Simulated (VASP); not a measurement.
Output of a VASP run:

### OUTCAR
```
 ion  position               nearest neighbor table
   1  0.000  0.000  0.000-   2 2.29   2 2.29   2 2.29   2 2.29   2 2.29   2 2.29
   2  0.500  0.500  0.500-   1 2.29   1 2.29   1 2.29   1 2.29   1 2.29   1 2.29
  LATTYP: Found a face centered cubic cell.
 ALAT       =     4.5752788374
 Subroutine PRICEL returns:
 Original cell was already a primitive cell.
 Subroutine GETGRP returns: Found 48 space group operations
The static configuration has the point symmetry O_h .
The dynamic configuration has the point symmetry O_h .
 Subroutine INISYM returns: Found 48 space group operations
 Subroutine IBZKPT returns following result:
 Found    104 irreducible k-points:

 Following reciprocal coordinates:
            Coordinates               Weight
  0.000000  0.000000  0.000000      1.000000
  0.071429  0.000000  0.000000      8.000000
  0.142857  0.000000  0.000000      8.000000
  0.214286  0.000000  0.000000      8.000000
  0.285714  0.000000  0.000000      8.000000
  0.357143  0.000000  0.000000      8.000000
  0.428571  0.000000  0.000000      8.000000
  0.500000  0.000000  0.000000      4.000000
  0.071429  0.071429  0.000000      6.000000
  0.142857  0.071429  0.000000     24.000000
  0.214286  0.071429  0.000000     24.000000
  0.285714  0.071429  0.000000     24.000000
  0.357143  0.071429  0.000000     24.000000
  0.428571  0.071429  0.000000     24.000000
  0.500000  0.071429  0.000000     24.000000
 -0.428571  0.071429  0.000000     24.000000
 -0.357143  0.071429  0.000000     24.000000
 -0.285714  0.071429  0.000000     24.000000
 -0.214286  0.071429  0.000000     24.000000
 -0.142857  0.071429  0.000000     24.000000
 -0.071429  0.071429  0.000000     12.000000
  0.142857  0.142857  0.000000      6.000000
  0.214286  0.142857  0.000000     24.000000
  0.285714  0.142857  0.000000     24.000000
  0.357143  0.142857  0.000000     24.000000
  0.428571  0.142857  0.000000     24.000000
  0.500000  0.142857  0.000000     24.000000
 -0.428571  0.142857  0.000000     24.000000
 -0.357143  0.142857  0.000000     24.000000
 -0.285714  0.142857  0.000000     24.000000
 -0.214286  0.142857  0.000000     24.000000
 -0.142857  0.142857  0.000000     12.000000
  0.214286  0.214286  0.000000      6.000000
  0.285714  0.214286  0.000000     24.000000
  0.357143  0.214286  0.000000     24.000000
  0.428571  0.214286  0.000000     24.000000
  0.500000  0.214286  0.000000     24.000000
 -0.428571  0.214286  0.000000     24.000000
 -0.357143  0.214286  0.000000     24.000000
 -0.285714  0.214286  0.000000     24.000000
   k-points           NKPTS =    104   k-points in BZ     NKDIM =    104   number of bands    NBANDS=     11
   number of dos      NEDOS =    301   number of ions     NIONS =      2
   total plane-waves  NPLWV =  13824
   dimension x,y,z NGX =    24 NGY =   24 NGZ =   24
   dimension x,y,z NGXF=    48 NGYF=   48 NGZF=   48
   ions per type =               1   1
   PREC   = accura    normal or accurate (medium, high low for compatibility)
   ISTART =      0    job   : 0-new  1-cont  2-samecut
   ICHARG =      2    charge: 1-file 2-atom 10-const
   ISPIN  =      1    spin polarized calculation?
   LNONCOLLINEAR =      F non collinear calculations
   LSORBIT =      F    spin-orbit coupling
   INIWAV =      1    electr: 0-lowe 1-rand  2-diag
   ENCUT  =  520.0 eV  38.22 Ry    6.18 a.u.   6.02  6.02  6.02*2*pi/ulx,y,z
   NELM   =    100;   NELMIN=  2; NELMDL= -5     # of ELM steps
   EDIFF  = 0.1E-06   stopping-criterion for ELM
   LREAL  =      F    real-space projection
   NLSPLINE    = F    spline interpolate recip. space projectors
   LMAXMIX     =    6 max onsite mixed and CHGCAR
   VOSKOWN=      0    Vosko Wilk Nusair interpolation
   EDIFFG = 0.1E-05   stopping-criterion for IOM
   NSW    =      0    number of steps for IOM
   NBLOCK =      1;   KBLOCK =      1    inner block; outer block
   IBRION =     -1    ionic relax: 0-MD 1-quasi-New 2-CG
...
```

OSZICAR:
```
       N       E                     dE             d eps       ncg     rms          rms(c)
DAV:   1     0.449825123993E+02    0.44983E+02   -0.82048E+03  2288   0.128E+03
DAV:   2    -0.184873891859E+02   -0.63470E+02   -0.60207E+02  3087   0.256E+02
DAV:   3    -0.207579167253E+02   -0.22705E+01   -0.22363E+01  3003   0.429E+01
DAV:   4    -0.207779194952E+02   -0.20003E-01   -0.19916E-01  2717   0.395E+00
DAV:   5    -0.207783598462E+02   -0.44035E-03   -0.44006E-03  3071   0.405E-01    0.420E+01
DAV:   6    -0.166956345648E+02    0.40827E+01   -0.24119E+01  2662   0.339E+01    0.381E+01
DAV:   7    -0.166237671315E+02    0.71867E-01   -0.10743E+00  2581   0.926E+00    0.277E+01
DAV:   8    -0.166351635724E+02   -0.11396E-01   -0.38374E-01  2675   0.530E+00    0.116E+01
DAV:   9    -0.165999120852E+02    0.35251E-01   -0.18730E-01  2724   0.288E+00    0.111E+00
DAV:  10    -0.165999979059E+02   -0.85821E-04   -0.35766E-03  2558   0.596E-01    0.618E-01
DAV:  11    -0.166000251556E+02   -0.27250E-04   -0.77639E-04  2721   0.239E-01    0.518E-02
DAV:  12    -0.166000257908E+02   -0.63527E-06   -0.26355E-05  2736   0.556E-02    0.801E-02
DAV:  13    -0.166000262148E+02   -0.42400E-06   -0.12698E-05  3065   0.307E-02    0.349E-03
DAV:  14    -0.166000264118E+02   -0.19690E-06   -0.65007E-07  2701   0.885E-03    0.262E-03
DAV:  15    -0.166000264671E+02   -0.55376E-07   -0.17656E-07  2478   0.433E-03
   1 F= -.16600026E+02 E0= -.16599863E+02  d E =-.490877E-03
```

OUTCAR:
```
------------------------ aborting loop because EDIFF is reached ----------------------------------------
  FORCE on cell =-STRESS in cart. coord.  units (eV):
  Direction    XX          YY          ZZ          XY          YZ          ZX
  --------------------------------------------------------------------------------------
  Total        1.1568507      1.1568507      1.1568507     -0.0000000      0.0000000      0.0000000
  in kB       77.4096635     77.4096635     77.4096635     -0.0000000      0.0000000      0.0000000
  external PRESSURE =      77.4096635 kB  Pullay stress =       0.0000000 kB
  volume of cell :       23.94
      direct lattice vectors                 reciprocal lattice vectors
     0.000000000  2.287639419  2.287639419    -0.218565914  0.218565914  0.218565914
     2.287639419  0.000000000  2.287639419     0.218565914 -0.218565914  0.218565914
     2.287639419  2.287639419  0.000000000     0.218565914  0.218565914 -0.218565914
 POSITION                                       TOTAL-FORCE (eV/Angst)
 -----------------------------------------------------------------------------------
      0.00000      0.00000      0.00000        -0.000000      0.000000      0.000000
      2.28764      2.28764      2.28764         0.000000     -0.000000     -0.000000
 -----------------------------------------------------------------------------------
    total drift:                                0.000000     -0.000000     -0.000000
  FREE ENERGIE OF THE ION-ELECTRON SYSTEM (eV)
  ---------------------------------------------------
  free  energy   TOTEN  =       -16.6000264671 eV

  energy  without entropy=      -16.5995355899  energy(sigma->0) =      -16.59986284
```
(Selected blocks of OUTCAR.)

**POSCAR**
```
HfN
1
    0.0000000000     2.2876394187     2.2876394187
    2.2876394187     0.0000000000     2.2876394187
    2.2876394187     2.2876394187     0.0000000000
Hf N
1 1
Direct
  0.0000000000   0.0000000000   0.0000000000
  0.5000000000   0.5000000000   0.5000000000
```

Q: Write an INCAR and KPOINTS that could have produced this output.

A: One answer among several that fit: the input of the run itself, vdW-DF2, plane waves, VASP's PBE PAW potentials (set 64).

**INCAR**
```
AGGAC=0.0
ZAB_VDW=-1.8867
ISIF=2   ! forces and stress, cell fixed
LASPH=T
GGA=ML
EDIFF=1E-7   ! SCF stop (eV)
NELM=100   ! most electronic steps
LCHARG=F
ENCUT=520   ! plane-wave cut-off (eV)
LUSE_VDW=T
LMAXMIX=6   ! l cut-off of mixed one-centre charges
LWAVE=F
LREAL=F
SIGMA=0.1
ISMEAR=1
ALGO=Normal
PREC=Accurate
SYSTEM=HfN
```

### KPOINTS
```
Automatic mesh
0
Gamma
14 14 14
0 0 0
```

POTCAR, in this order: Hf_pv N (PBE.64 set). Program: vasp_std.

The compound is HfN in the rock salt structure. This cell is one point of a volume scan, at 0.97 of the reference volume. The electron count is odd and the run is not spin-polarised, which forces a metal.
